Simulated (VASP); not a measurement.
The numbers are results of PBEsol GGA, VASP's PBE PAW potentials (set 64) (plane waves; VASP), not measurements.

Input for VASP

**POSCAR**
```
Cd(001) slab
1
    2.9672193607     0.0000000000     0.0000000000
   -1.4836096804     2.5696876404     0.0000000000
    0.0000000000     0.0000000000    25.6947775266
Cd
4
Direct
  0.6666670000   0.3333330000   0.4464560000
  0.3333330000   0.6666670000   0.3393670000
  0.6666670000   0.3333330000   0.6606330000
  0.3333330000   0.6666670000   0.5535440000
```

**KPOINTS**
```
Automatic mesh
0
Gamma
11 11 1
0 0 0
```

INCAR:
```
# general
SYSTEM =Cd(001) slab
PREC   =Normal
ENCUT  =400   # plane-wave cut-off (eV)
LREAL  =.FALSE.
LASPH  =.TRUE.

# electronic loop
EDIFF  =1E-5   # SCF stop (eV)
NELM   =100   # most electronic steps
NELMIN =4
ALGO   =Normal   # blocked Davidson
LMAXMIX=4   # l cut-off of mixed one-centre charges

# smearing
ISMEAR =1
SIGMA  =0.1   # width (eV)

# functional
GGA    =PS

# ions
IBRION =2
NSW    =50
ISIF   =2
EDIFFG =-0.03   # ionic stop

# output
LWAVE  =.TRUE.
LCHARG =.FALSE.

# other
LDIPOL =.TRUE.
IDIPOL =3
DIPOL  =0.5 0.5 0.5
```

POTCAR, in this order: Cd (PBE.64 set). Program: vasp_std.

Output

### OSZICAR
```
       N       E                     dE             d eps       ncg     rms          rms(c)
DAV:   1     0.318630769489E+03    0.31863E+03   -0.20466E+04   932   0.122E+03
DAV:   2     0.809817197315E+01   -0.31053E+03   -0.29948E+03   988   0.363E+02
DAV:   3    -0.469268814930E+01   -0.12791E+02   -0.12544E+02  1000   0.830E+01
DAV:   4    -0.481408894354E+01   -0.12140E+00   -0.12129E+00   964   0.698E+00
DAV:   5    -0.481530008283E+01   -0.12111E-02   -0.12101E-02  1044   0.560E-01    0.604E+00
DAV:   6    -0.449985577271E+01    0.31544E+00   -0.98192E-01   960   0.100E+01    0.483E+00
DAV:   7    -0.447704676008E+01    0.22809E-01   -0.78346E-02   940   0.221E+00    0.271E+00
DAV:   8    -0.447305202065E+01    0.39947E-02   -0.84298E-03   928   0.102E+00    0.151E-01
DAV:   9    -0.447309607260E+01   -0.44052E-04   -0.27913E-04   972   0.216E-01    0.737E-02
DAV:  10    -0.447314554075E+01   -0.49468E-04   -0.10518E-04   932   0.739E-02    0.334E-02
DAV:  11    -0.447314715540E+01   -0.16146E-05   -0.13332E-05   560   0.385E-02
   1 F= -.44731472E+01 E0= -.44735635E+01  d E =-.447315E+01
       N       E                     dE             d eps       ncg     rms          rms(c)
DAV:   1    -0.447495254368E+01   -0.18070E-02   -0.12660E+00   896   0.705E+00    0.810E-02
DAV:   2    -0.447548727256E+01   -0.53473E-03   -0.56809E-03  1004   0.510E-01    0.340E-02
DAV:   3    -0.447548090571E+01    0.63668E-05   -0.81669E-05   968   0.568E-02    0.239E-02
DAV:   4    -0.447547917396E+01    0.17318E-05   -0.14159E-05   584   0.223E-02
   2 F= -.44754792E+01 E0= -.44758811E+01  d E =-.233202E-02
       N       E                     dE             d eps       ncg     rms          rms(c)
DAV:   1    -0.447441522227E+01    0.10657E-02   -0.11403E+01   896   0.212E+01    0.251E-01
DAV:   2    -0.447930523620E+01   -0.48900E-02   -0.52079E-02  1008   0.159E+00    0.113E-01
DAV:   3    -0.447924033496E+01    0.64901E-04   -0.71150E-04   968   0.175E-01    0.755E-02
DAV:   4    -0.447920279450E+01    0.37540E-04   -0.11647E-04   976   0.633E-02    0.316E-02
DAV:   5    -0.447920284019E+01   -0.45692E-07   -0.37905E-05   928   0.376E-02
   3 F= -.44792028E+01 E0= -.44795731E+01  d E =-.605568E-02
       N       E                     dE             d eps       ncg     rms          rms(c)
DAV:   1    -0.447893990268E+01    0.26289E-03   -0.10613E+00   896   0.645E+00    0.773E-02
DAV:   2    -0.447938295859E+01   -0.44306E-03   -0.47808E-03  1004   0.467E-01    0.311E-02
DAV:   3    -0.447937991988E+01    0.30387E-05   -0.68318E-05   952   0.530E-02    0.209E-02
DAV:   4    -0.447937812835E+01    0.17915E-05   -0.11012E-05   616   0.201E-02
   4 F= -.44793781E+01 E0= -.44797441E+01  d E =-.623097E-02
```

File OUTCAR:
```
------------------------ aborting loop because EDIFF is reached ----------------------------------------
  FORCE on cell =-STRESS in cart. coord.  units (eV):
  Direction    XX          YY          ZZ          XY          YZ          ZX
  --------------------------------------------------------------------------------------
  Total       -1.7217262     -1.7217266     -0.2160341      0.0000000      0.0000000      0.0000000
  in kB      -14.0799078    -14.0799111     -1.7666804      0.0000000      0.0000000      0.0000000
  external PRESSURE =      -9.9754997 kB  Pullay stress =       0.0000000 kB
  volume of cell :      195.92
      direct lattice vectors                 reciprocal lattice vectors
     2.967219361  0.000000000  0.000000000     0.337015865  0.194576178  0.000000000
    -1.483609680  2.569687640  0.000000000     0.000000000  0.389152356  0.000000000
     0.000000000  0.000000000 25.694777527     0.000000000  0.000000000  0.038918414
 POSITION                                       TOTAL-FORCE (eV/Angst)
 -----------------------------------------------------------------------------------
      1.48361      0.85656     11.50347         0.000000      0.000000     -0.016999
     -0.00000      1.71313      8.69768        -0.000000      0.000000     -0.027293
      1.48361      0.85656     16.99709        -0.000000     -0.000000      0.027293
     -0.00000      1.71313     14.19131         0.000000      0.000000      0.016999
 -----------------------------------------------------------------------------------
    total drift:                                0.000000     -0.000000      0.000000
  FREE ENERGIE OF THE ION-ELECTRON SYSTEM (eV)
  ---------------------------------------------------
  free  energy   TOTEN  =        -4.4793781284 eV

  energy  without entropy=       -4.4804759485  energy(sigma->0) =       -4.47974407

 reached required accuracy - stopping structural energy minimisation
```
(Selected blocks of OUTCAR.)

### CONTCAR
```
Cd(001) slab
   1.00000000000000
     2.9672193607000001    0.0000000000000000    0.0000000000000000
    -1.4836096804000001    2.5696876404000002    0.0000000000000000
     0.0000000000000000    0.0000000000000000   25.6947775265999994
  Cd
     4
Direct
     0.6666669999999968    0.3333330000000032    0.4476968243859822
     0.3333330000000032    0.6666669999999968    0.3385000387963166
     0.6666669999999968    0.3333330000000032    0.6614999612036835
     0.3333330000000032    0.6666669999999968    0.5523031756140179
```

The cell is a thin slab with vacuum, built from Cd (hcp): (001) face.
